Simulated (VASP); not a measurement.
# How smearing and SCF solver change a VASP run on Si2W

A convergence test on Si2W: the smearing and SCF solver. The atoms are off their equilibrium sites, so that forces can be compared too. The series runs use LDA. The smearing tried: ISMEAR = 0, SIGMA = 0.01; ISMEAR = 0, SIGMA = 0.05; ISMEAR = 0, SIGMA = 0.1; ISMEAR = 0, SIGMA = 0.2; ISMEAR = 0, SIGMA = 0.5; ISMEAR = 1, SIGMA = 0.01; ISMEAR = 1, SIGMA = 0.05; ISMEAR = 1, SIGMA = 0.1; ISMEAR = 1, SIGMA = 0.2; ISMEAR = 1, SIGMA = 0.5; ISMEAR = -5. The SCF solver tried: ALGO = Normal; ALGO = Fast; ALGO = VeryFast; ALGO = All; ALGO = Damped; AMIX = 0.1, BMIX = 0.01; AMIX = 0.8; IMIX = 1, AMIX = 0.2. The atoms of the start are displaced at random from the sites of a I4/mmm cell.

Calculated with VASP 6.6.1; LDA; plane waves and PAW (Si, W).

### 1. The structure

It takes space group P1 (No. 1, triclinic). Conventional cell: a = 3.214 Å, b = 3.214 Å, c = 4.527 Å, α = 110.79°, β = 110.79°, γ = 90.00°. Nearest to Si lie 5 W at 2.56 to 2.71 Å and 5 Si at 2.58 to 2.66 Å. Nearest to Si lie 5 W at 2.53 to 2.67 Å and 5 Si at 2.58 to 2.66 Å. Nearest to W lie 10 Si at 2.53 to 2.71 Å. Farther neighbours are not listed.

As a file:

```cif
data_structure
_symmetry_space_group_name_H-M 'P 1'
_symmetry_Int_Tables_number 1
_cell_length_a 3.2138
_cell_length_b 3.2138
_cell_length_c 4.5267
_cell_angle_alpha 110.792
_cell_angle_beta 110.792
_cell_angle_gamma 90.000
_cell_volume 40.44
loop_
_atom_site_label
_atom_site_type_symbol
_atom_site_fract_x
_atom_site_fract_y
_atom_site_fract_z
_atom_site_occupancy
Si1 Si 0.66724 0.67903 0.33216 1
Si2 Si 0.34674 0.35504 0.67339 1
W3 W 0.02017 0.99372 0.99376 1
```

### 2. Smearing: ISMEAR = 0, SIGMA = 0.01

Smearing steadies the sum over the Fermi surface at the price of an entropy term. LDA, the lowest rung, knows the local density alone.

File INCAR:

```
SYSTEM = Si2W
PREC = Accurate
ENCUT = 400
EDIFF = 1E-06
NELM = 100
ISMEAR = 0
SIGMA = 0.01
LREAL = .FALSE.
ALGO = Normal
GGA = CA
NBANDS = 13
LASPH = .TRUE.
LORBIT = 11
LWAVE = .FALSE.
LCHARG = .FALSE.
KPAR = 4
ISIF = 2
```

File POSCAR:

```
Si2W
1.0
   -3.2138000000      0.0000000000      0.0000000000
    0.0000000000      3.2138000000      0.0000000000
    1.6069000000     -1.6069000000     -3.9149500000
Si W
2 1
Direct
    0.6672450000      0.6790310000      0.3321630000
    0.3467440000      0.3550360000      0.6733890000
    0.0201690000     -0.0062800000     -0.0062360000
```

File KPOINTS:

```
Automatic mesh
0
Gamma
8 8 6
0 0 0
```

Potentials, in the order of the species: Si and W (PBE family, release 64).

Command:

```console
$ mpirun -np 4 vasp_std
```

Output:

```text
[banner, memory and clock lines left out]
running    4 mpi-ranks, on    1 nodes
 distrk:  each k-point on    1 cores,    4 groups
 distr:  one band on    1 cores,    1 groups

 POSCAR found type information on POSCAR SiW
 POSCAR found :  2 types and       3 ions
|                                                                             |
|               ----> ADVICE to this user running VASP <----                  |
|                                                                             |
|     You enforced a specific xc type in the INCAR file but a different       |
|     [... a line on the potential file left out ...]
|     I HOPE YOU KNOW WHAT YOU ARE DOING!                                     |
|                                                                             |

 LDA part: xc-table for (Slater(with rela. corr.)+CA(PZ))
 , standard interpolation
|                                                                             |
|           W    W    AA    RRRRR   N    N  II  N    N   GGGG   !!!           |
|           W    W   A  A   R    R  NN   N  II  NN   N  G    G  !!!           |
|           W    W  A    A  R    R  N N  N  II  N N  N  G       !!!           |
|           W WW W  AAAAAA  RRRRR   N  N N  II  N  N N  G  GGG   !            |
|           WW  WW  A    A  R   R   N   NN  II  N   NN  G    G                |
|           W    W  A    A  R    R  N    N  II  N    N   GGGG   !!!           |
|                                                                             |
|     Your reciprocal lattice and k-lattice belong to different lattice       |
|     classes:                                                                |
|                                                                             |
|        The reciprocal lattice is body-centered tetragonal,                  |
|        whereas your k-lattice is base-centered monoclinic.                  |
|                                                                             |
|     Results are often still useful ...                                      |
|                                                                             |

 POSCAR, INCAR and KPOINTS ok, starting setup
 FFT: planning ... GRIDC
 FFT: planning ... GRID_SOFT
 FFT: planning ... GRID
 WAVECAR not read
 entering main loop
       N       E                     dE             d eps       ncg     rms          rms(c)
DAV:   1     0.152172592027E+02    0.15217E+02   -0.51202E+03  5384   0.749E+02
DAV:   2    -0.264794735167E+02   -0.41697E+02   -0.38218E+02  6470   0.163E+02
DAV:   3    -0.281937476523E+02   -0.17143E+01   -0.16771E+01  6977   0.276E+01
DAV:   4    -0.282137299386E+02   -0.19982E-01   -0.19970E-01  6031   0.344E+00
DAV:   5    -0.282140379163E+02   -0.30798E-03   -0.30791E-03  7325   0.355E-01    0.280E+01
DAV:   6    -0.274571394103E+02    0.75690E+00   -0.21513E+00  7751   0.924E+00    0.117E+01
DAV:   7    -0.273349765520E+02    0.12216E+00   -0.22592E-01  5787   0.308E+00    0.576E+00
DAV:   8    -0.273110773101E+02    0.23899E-01   -0.41399E-02  6778   0.155E+00    0.417E-01
DAV:   9    -0.273106854699E+02    0.39184E-03   -0.26375E-03  6097   0.338E-01    0.223E-01
DAV:  10    -0.273106156954E+02    0.69774E-04   -0.33719E-04  6566   0.117E-01    0.573E-02
DAV:  11    -0.273106079914E+02    0.77040E-05   -0.33123E-05  6285   0.423E-02    0.189E-02
DAV:  12    -0.273106081098E+02   -0.11838E-06   -0.11727E-06  4233   0.830E-03
   1 F= -.27310608E+02 E0= -.27310608E+02  d E =-.744755E-12
```

Run time: 6.2 s. Hardware: 4 MPI ranks of Intel Xeon 6975P-C (Granite Rapids), shared host; peak memory 0.73 GiB.

The logs omit lines about the potential files and the build; timing stands in the text.

OUTCAR, selected parts (step 2):

```text
ion  position               nearest neighbor table
   1  0.667  0.679  0.332-   3 2.56   2 2.58   3 2.59   2 2.61   3 2.62   2 2.63   2 2.64   3 2.64
                             2 2.66   3 2.71
   2  0.347  0.355  0.673-   3 2.53   1 2.58   3 2.58   1 2.61   3 2.61   1 2.63   1 2.64   3 2.66
                             1 2.66   3 2.67
   3  0.020  0.994  0.994-   2 2.53   1 2.56   2 2.58   1 2.59   2 2.61   1 2.62   1 2.64   2 2.66
                             2 2.67   1 2.71

  LATTYP: Found a body centered tetragonal cell.
 ALAT       =     3.2138000000
 C/A-ratio  =     2.4363370465

 Subroutine GETGRP returns: Found  1 space group operations
 (whereof  1 operations were pure point group operations)

The static configuration has the point symmetry C_1 .

 Found    196 irreducible k-points:

   k-points           NKPTS =    196   k-points in BZ     NKDIM =    196   number of bands    NBANDS=     13

   dimension x,y,z NGX =    24 NGY =   24 NGZ =   30
   dimension x,y,z NGXF=    48 NGYF=   48 NGZF=   60

   ENCUT  =  400.0 eV  29.40 Ry    5.42 a.u.   5.24  5.24  7.38*2*pi/ulx,y,z

   NELECT =      14.0000    total number of electrons

 k-points in reciprocal lattice and weights: Automatic mesh
   0.00000000  0.00000000  0.00000000       0.003
   0.12500000  0.00000000  0.00000000       0.005
   0.25000000  0.00000000  0.00000000       0.005
   0.37500000  0.00000000 -0.00000000       0.005
   0.50000000  0.00000000  0.00000000       0.003
   0.00000000  0.12500000  0.00000000       0.005
   0.12500000  0.12500000  0.00000000       0.005
   0.25000000  0.12500000  0.00000000       0.005
   0.37500000  0.12500000  0.00000000       0.005
[...]
0.37500000  0.50000000  0.50000000       0.005
   0.50000000  0.50000000  0.50000000       0.003

 average (electrostatic) potential at core
       1 -78.9153       2 -78.8707       3 -34.5833

 E-fermi :  10.1118

 k-point     1 :       0.0000    0.0000    0.0000
  band No.  band energies     occupation
    ...
      2       3.4588      2.00000
      3       6.5733      2.00000
      4       6.9126      2.00000
      5       7.4821      2.00000
      6       7.4856      2.00000
      7      10.8583      0.00000
      8      13.0400      0.00000
      9      13.3305      0.00000
     10      13.4742      0.00000
     11      13.4970      0.00000
    ...

 k-point     2 :       0.1250    0.0000    0.0000
  band No.  band energies     occupation
    ...
      3       5.8097      2.00000
      4       6.8929      2.00000
      5       7.6464      2.00000
      6       7.8071      2.00000
      7       9.9609      2.00000
      8      12.2198      0.00000
      9      12.7541      0.00000
     10      14.1107      0.00000
     11      14.4968      0.00000
     12      15.2157      0.00000
    ...

 k-point     3 :       0.2500    0.0000    0.0000
  band No.  band energies     occupation
    ...
      3       4.8851      2.00000
      4       6.4317      2.00000
      5       7.8673      2.00000
      6       8.1670      2.00000
      7       8.8996      2.00000
      8      11.5556      0.00000
      9      12.4527      0.00000
     10      14.6575      0.00000
     11      14.9604      0.00000
     12      15.8748      0.00000
    ...

  Total       -0.8343485     -0.8431482     -0.9277211      0.1730524     -0.1098421     -0.0113899
  in kB      -33.0593396    -33.4080085    -36.7590355      6.8568430     -4.3522684     -0.4513013
  external PRESSURE =     -34.4087945 kB  Pullay stress =       0.0000000 kB

  energy-cutoff  :      400.00
  volume of cell :       40.44
      direct lattice vectors                 reciprocal lattice vectors
    -3.213800000  0.000000000  0.000000000    -0.311158131  0.000000000 -0.127715552
     0.000000000  3.213800000  0.000000000     0.000000000  0.311158131 -0.127715552
     1.606900000 -1.606900000 -3.914950000     0.000000000  0.000000000 -0.255431104

 POSITION                                       TOTAL-FORCE (eV/Angst)
 -----------------------------------------------------------------------------------
     -1.61064      1.64852     -1.30040        -0.420355     -0.187603      0.194394
     -0.03230      0.05895     -2.63628        -0.162895     -0.460101      0.293972
      1.53206      1.59674     -3.89054         0.583250      0.647704     -0.488366
 -----------------------------------------------------------------------------------
    total drift:                               -0.000032     -0.000019     -0.000041

  FREE ENERGIE OF THE ION-ELECTRON SYSTEM (eV)
  ---------------------------------------------------
  free  energy   TOTEN  =       -27.3106081098 eV

  energy  without entropy=      -27.3106081098  energy(sigma->0) =      -27.31060811

 total charge
# of ion       s       p       d       tot
------------------------------------------
    1        0.740   0.887   0.000   1.627
    2        0.738   0.898   0.000   1.637
    3        0.553   0.662   4.595   5.810
--------------------------------------------------
tot          2.031   2.447   4.595   9.074

[... 3 further parts left out ...]
```

The k-mesh is coarse for a metal. The PAW data sets were made with PBE, though LDA sets exist; this is a small mismatch. The data set W keeps the semicore shell frozen, which is cheaper and a little less accurate.

Numbers from this step:

* SCF cycles: 12
* electrons: 14
* bands: 13
* irreducible k-points: 196
* symmetry operations: 1
* free energy (TOTEN): -27.31 eV
* Fermi energy: 10.11 eV
* pressure: -3.441 GPa
* metallic: yes

The series starts at -9.1035 eV an atom and -3.44 GPa, after 12 cycles in 6.2 s. The entropy term T·S comes to 0.00 meV an atom in size.

### 3. Smearing: ISMEAR = 0, SIGMA = 0.05

INCAR: that of step 2 with these lines changed.

```diff
@@ -6,3 +6,3 @@
 ISMEAR = 0
-SIGMA = 0.01
+SIGMA = 0.05
 LREAL = .FALSE.
```

POSCAR is that of step 2.

KPOINTS is that of step 2.

Command:

```console
$ mpirun -np 4 vasp_std
```

Output:

```text
[banner, memory and clock lines left out]
running    4 mpi-ranks, on    1 nodes
[...]
[... a notice as in an earlier step ...]

 LDA part: xc-table for (Slater(with rela. corr.)+CA(PZ))
 , standard interpolation
 [... a notice as in an earlier step ...]

 POSCAR, INCAR and KPOINTS ok, starting setup
[...]
entering main loop
       N       E                     dE             d eps       ncg     rms          rms(c)
DAV:   1     0.152165787224E+02    0.15217E+02   -0.51202E+03  5384   0.749E+02
DAV:   2    -0.264800115808E+02   -0.41697E+02   -0.38220E+02  6470   0.163E+02
DAV:   3    -0.281940256923E+02   -0.17140E+01   -0.16771E+01  6977   0.276E+01
DAV:   4    -0.282139853247E+02   -0.19960E-01   -0.19946E-01  6031   0.344E+00
[...]
DAV:  10    -0.273106309420E+02    0.68219E-04   -0.32915E-04  6566   0.115E-01    0.576E-02
DAV:  11    -0.273106231545E+02    0.77875E-05   -0.33654E-05  6275   0.423E-02    0.192E-02
DAV:  12    -0.273106232787E+02   -0.12415E-06   -0.11781E-06  4228   0.838E-03
   1 F= -.27310623E+02 E0= -.27310575E+02  d E =-.963436E-04
```

Elapsed: 6.2 s, on 4 MPI ranks; peak memory 0.72 GiB; 22 s of CPU time.

From OUTCAR (step 3):

```text
  Total       -0.8325726     -0.8459164     -0.9261033      0.1738804     -0.1093585     -0.0124741
  in kB      -32.9889715    -33.5176945    -36.6949349      6.8896517     -4.3331066     -0.4942600
  external PRESSURE =     -34.4005336 kB  Pullay stress =       0.0000000 kB

 POSITION                                       TOTAL-FORCE (eV/Angst)
 -----------------------------------------------------------------------------------
     -1.61064      1.64852     -1.30040        -0.419918     -0.187917      0.193471
     -0.03230      0.05895     -2.63628        -0.163551     -0.459857      0.294826
      1.53206      1.59674     -3.89054         0.583469      0.647773     -0.488297
 -----------------------------------------------------------------------------------
    total drift:                               -0.000035     -0.000021     -0.000029

  FREE ENERGIE OF THE ION-ELECTRON SYSTEM (eV)
  ---------------------------------------------------
  free  energy   TOTEN  =       -27.3106232787 eV

  energy  without entropy=      -27.3105269351  energy(sigma->0) =      -27.31057511

[... 2 parts as in an earlier step ...]

[... 1 further part left out ...]
[key lines of the parts left out:]
E-fermi :  10.1433
```

Against the run before the energy at zero width moves by +0.01 meV an atom while the pressure stays within 0.01 GPa, after 12 cycles in 6.2 s. The entropy term T·S comes to 0.03 meV an atom in size.

### 4. Smearing: ISMEAR = 0, SIGMA = 0.1

INCAR: that of step 3 with these lines changed.

```diff
@@ -6,3 +6,3 @@
 ISMEAR = 0
-SIGMA = 0.05
+SIGMA = 0.1
 LREAL = .FALSE.
```

POSCAR is that of step 3.

KPOINTS is that of step 3.

Command:

```console
$ mpirun -np 4 vasp_std
```

Output:

```text
[... set-up lines as in an earlier step ...]
 entering main loop
       N       E                     dE             d eps       ncg     rms          rms(c)
DAV:   1     0.152145241018E+02    0.15215E+02   -0.51202E+03  5384   0.749E+02
DAV:   2    -0.264813975576E+02   -0.41696E+02   -0.38213E+02  6470   0.163E+02
DAV:   3    -0.281948195052E+02   -0.17134E+01   -0.16769E+01  6977   0.276E+01
DAV:   4    -0.282147590898E+02   -0.19940E-01   -0.19925E-01  6031   0.344E+00
[...]
DAV:  10    -0.273109589231E+02    0.66149E-04   -0.31716E-04  6571   0.112E-01    0.583E-02
DAV:  11    -0.273109511622E+02    0.77610E-05   -0.34141E-05  6255   0.422E-02    0.195E-02
DAV:  12    -0.273109512943E+02   -0.13213E-06   -0.11881E-06  4285   0.848E-03
   1 F= -.27310951E+02 E0= -.27310397E+02  d E =-.110837E-02
```

It took 6.2 s on 4 MPI ranks; peak memory 0.72 GiB.

OUTCAR, selected parts (step 4):

```text
  Total       -0.8315523     -0.8525512     -0.9141879      0.1790074     -0.1063480     -0.0169400
  in kB      -32.9485455    -33.7805840    -36.2228097      7.0927993     -4.2138208     -0.6712136
  external PRESSURE =     -34.3173131 kB  Pullay stress =       0.0000000 kB

 POSITION                                       TOTAL-FORCE (eV/Angst)
 -----------------------------------------------------------------------------------
     -1.61064      1.64852     -1.30040        -0.417918     -0.190662      0.188108
     -0.03230      0.05895     -2.63628        -0.166647     -0.458534      0.300273
      1.53206      1.59674     -3.89054         0.584565      0.649195     -0.488381
 -----------------------------------------------------------------------------------
    total drift:                               -0.000041     -0.000028     -0.000009

  FREE ENERGIE OF THE ION-ELECTRON SYSTEM (eV)
  ---------------------------------------------------
  free  energy   TOTEN  =       -27.3109512943 eV

  energy  without entropy=      -27.3098429274  energy(sigma->0) =      -27.31039711

[... 2 parts as in an earlier step ...]

[... 1 further part left out ...]
[key lines of the parts left out:]
E-fermi :  10.1613
```

Against the run before the energy at zero width moves by +0.06 meV an atom and the pressure by +0.01 GPa, after 12 cycles in 6.2 s. The entropy term T·S comes to 0.37 meV an atom in size.

### 5. Smearing: ISMEAR = 0, SIGMA = 0.2

INCAR: that of step 4 with these lines changed.

```diff
@@ -6,3 +6,3 @@
 ISMEAR = 0
-SIGMA = 0.1
+SIGMA = 0.2
 LREAL = .FALSE.
```

POSCAR is that of step 4.

KPOINTS is that of step 4.

Command:

```console
$ mpirun -np 4 vasp_std
```

Output:

```text
[... set-up lines as in an earlier step ...]
 entering main loop
       N       E                     dE             d eps       ncg     rms          rms(c)
DAV:   1     0.152070888016E+02    0.15207E+02   -0.51202E+03  5384   0.749E+02
DAV:   2    -0.264861694085E+02   -0.41693E+02   -0.38203E+02  6470   0.163E+02
DAV:   3    -0.281985103199E+02   -0.17123E+01   -0.16763E+01  6977   0.276E+01
DAV:   4    -0.282183957771E+02   -0.19885E-01   -0.19866E-01  6031   0.344E+00
[...]
DAV:  10    -0.273126693141E+02    0.67903E-04   -0.33063E-04  6561   0.116E-01    0.574E-02
DAV:  11    -0.273126615149E+02    0.77992E-05   -0.34045E-05  6290   0.426E-02    0.191E-02
DAV:  12    -0.273126616413E+02   -0.12637E-06   -0.11700E-06  4231   0.836E-03
   1 F= -.27312662E+02 E0= -.27310467E+02  d E =-.438868E-02
```

It took 6.2 s on 4 MPI ranks; peak memory 0.71 GiB.

Parts of OUTCAR (step 5):

```text
  Total       -0.8380147     -0.8535024     -0.8947592      0.1829968     -0.1043013     -0.0194587
  in kB      -33.2046039    -33.8182724    -35.4529876      7.2508711     -4.1327249     -0.7710121
  external PRESSURE =     -34.1586213 kB  Pullay stress =       0.0000000 kB

 POSITION                                       TOTAL-FORCE (eV/Angst)
 -----------------------------------------------------------------------------------
     -1.61064      1.64852     -1.30040        -0.416362     -0.194450      0.178634
     -0.03230      0.05895     -2.63628        -0.169491     -0.457622      0.310213
      1.53206      1.59674     -3.89054         0.585854      0.652072     -0.488847
 -----------------------------------------------------------------------------------
    total drift:                               -0.000035     -0.000021     -0.000027

  FREE ENERGIE OF THE ION-ELECTRON SYSTEM (eV)
  ---------------------------------------------------
  free  energy   TOTEN  =       -27.3126616413 eV

  energy  without entropy=      -27.3082729593  energy(sigma->0) =      -27.31046730

[... 2 parts as in an earlier step ...]

[... 1 further part left out ...]
[key lines of the parts left out:]
E-fermi :  10.2267
```

Against the run before the energy at zero width moves by -0.02 meV an atom and the pressure by +0.02 GPa, after 12 cycles in 6.2 s. The entropy term T·S comes to 1.46 meV an atom in size.

(Part 1 of 4 ends here.)

[Lines on the potential files, build, host, timing and source positions are cut from VASP's logs without a mark.]

[Logs are printed without paths, hosts, clocks, repeated set-up lines and the standing remarks that a program may print on its own settings, such as how far it seeks lower states.]

[Hosts, paths, dates, database ids (printed as entryN), source tags and the programs' standing remarks are cut or masked in the printed files.]

[A measured line is paired with the nearest computed mode of its activity, which favours agreement.]
